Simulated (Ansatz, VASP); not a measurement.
RhN in VASP and in Ansatz

INCAR

```
SYSTEM = RhN
PREC = Accurate
ENCUT = 520
EDIFF = 1E-6
ISMEAR = -1
SIGMA = 0.1
LREAL = .FALSE.
LASPH = .TRUE.
NELM = 60
ALGO = Normal
ISIF = 2
LWAVE = .FALSE.
LCHARG = .FALSE.
NBANDS = 17
```

The input KPOINTS:

```
regular mesh
0
G
  15 15 15
  0 0 0
```

Contents of POSCAR:

```
RhN
1.0
    2.5047273501      0.0000000000      0.0000000000
    0.0000000000      2.5047273501      0.0000000000
    0.0000000000      0.0000000000      2.5047273501
Rh N
1 1
Direct
    0.0000000000      0.0000000000      0.0000000000
    0.5000000000      0.5000000000      0.5000000000
```

Input for Ansatz:

```yaml
crystal:
  lattice:
    - [2.5047273501, 0.0, 0.0]
    - [0.0, 2.5047273501, 0.0]
    - [0.0, 0.0, 2.5047273501]
  atoms:
    - { symbol: Rh, position: [0.0, 0.0, 0.0] }
    - { symbol: "N", position: [0.5, 0.5, 0.5] }
kpoints:
  mp_grid: { grid: [15, 15, 15] }
  band_path:
    path:
      - [0.0, 0.0, 0.0]
      - [0.0, 0.5, 0.0]
      - [0.5, 0.5, 0.0]
      - [0.0, 0.0, 0.0]
      - [0.5, 0.5, 0.5]
      - [0.0, 0.5, 0.0]
      - [0.5, 0.5, 0.5]
      - [0.5, 0.5, 0.0]
    npoints: 8
scf:
  occupations: { method: fermi_dirac, width: 0.1 }
hamiltonian:
  xc: lda
  pseudopotentials: { kind: paw }
output:
  forces: true
  stress: true
  eigenvalues: true
  populations: true
  dos: { projected: true, de: 0.2, e_range: [-14, 8] }
```

Change from the starting cell: volume scaled by 0.84, PAW files.

Alike in both runs: task single point; functional LDA; k mesh 15 × 15 × 15; occupations fermi-dirac, width 0.1 eV; no spin polarisation.

```csv
,VASP,Ansatz
version,VASP 6.6.1,Ansatz 0.2.0
potentials or method,"VASP PAW LDA potentials, release 64 (Rh_pv, N)","PAW with Ansatz's default frozen-core files, scalar-relativistic"
plane-wave cutoff (eV),520,420
valence electrons in the cell,20,22
```

|  | VASP | Ansatz | Ansatz less VASP |
| --- | --- | --- | --- |
| pressure (GPa) | 86.8 | 85.3 | -1.43 |

The two sets of potentials don't hold the same shells in valence.

Caveats: the cell as given lies far from equilibrium; so large a pressure means that the cell lies far from this level's equilibrium, or that cutoff or potentials fall short (VASP).
